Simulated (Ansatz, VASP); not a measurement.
Given: the input of a run of Ansatz 0.2.0 on AlHg. The cell comes from a database or a generator and needn't be the stable form of this composition.

input.yaml

```yaml
crystal:
  lattice:
    - [0.0, 3.06853, 3.06853]
    - [3.06853, 0.0, 3.06853]
    - [3.06853, 3.06853, 0.0]
  atoms:
    - { symbol: Al, position: [0.0, 0.0, 0.0] }
    - { symbol: Hg, position: [0.75, 0.75, 0.75] }
hamiltonian:
  xc: rpbe
  pseudopotentials: { kind: paw }
kpoints:
  mp_grid: { grid: [8, 8, 8] }
scf:
  occupations: { method: fermi_dirac, width: 0.05 }
output:
  forces: true
  stress: true
  eigenvalues: true
  write_density: true
  write_potential: true
  elf: true
  volumetric_format: npy
relax:
  f_tol: 0.01
  max_steps: 40
  cell: { stress_tol: 0.05 }
```

Potentials or basis: Ansatz PAW.

The run is started by

```console
$ ansatz run input.yaml --threads 2 --pin off --max-ram 5632MiB --backend cpu --events-out ev --progress --plain --runs-dir out
```

Question: What does the same run look like in VASP 6.6.1? Potentials or basis there: PBE PAW files Al, Hg, 600 eV.

Answer: As run (cutoffs and basis follow the program's own potentials, and thresholds, step limits or extra output files can differ):

The input INCAR:

```
SYSTEM = AlHg
PREC = Accurate
ENCUT = 600
EDIFF = 1E-6
ISMEAR = -1
SIGMA = 0.05
LREAL = .FALSE.
LASPH = .TRUE.
NELM = 100
ALGO = Fast
ISIF = 3
LWAVE = .FALSE.
LCHARG = .FALSE.
GGA = RP
IBRION = 2
NSW = 60
EDIFFG = -0.005
```

File KPOINTS:

```
Automatic mesh
0
G
  8 8 8
  0 0 0
```

Contents of POSCAR:

```
AlHg
1.0
    0.0000000000      3.0685300000      3.0685300000
    3.0685300000      0.0000000000      3.0685300000
    3.0685300000      3.0685300000      0.0000000000
Al Hg
1 1
Direct
    0.0000000000      0.0000000000      0.0000000000
    0.7500000000      0.7500000000      0.7500000000
```

Potentials or basis: VASP PAW PBE potentials, release 64 (Al, Hg).

The run is started by

```console
$ cat potpaw_PBE.64/Al/POTCAR potpaw_PBE.64/Hg/POTCAR > POTCAR
$ mpirun -np 1 vasp_std > vasp.out
```

Both were run:

|  | Ansatz | VASP |
| --- | --- | --- |
| Relaxed volume | 30.18 Å³/atom | 30.26 Å³/atom |
| Relaxed cell | a = 4.403 Å, b = 4.403 Å, c = 4.403 Å, α = 60.00°, β = 60.00°, γ = 60.00° | a = 4.407 Å, b = 4.407 Å, c = 4.407 Å, α = 60.00°, β = 60.00°, γ = 60.00° |
| Space group after relaxing | F-43m (No. 216) | F-43m (No. 216) |
| Pressure after relaxing | 0.0 GPa | 0.0 GPa |

Ansatz's pressure holds a Pulay term of +0.03 GPa for its cutoff of 420 eV, which the other run lacks.

The potentials hold 23 and 15 valence electrons a cell.

Ansatz's potentials were made for PBE. VASP's potentials were made for PBE.

Where Ansatz's input types no cutoff or centring, it takes its own default and a Γ-centred mesh.

Pressure is positive in compression.
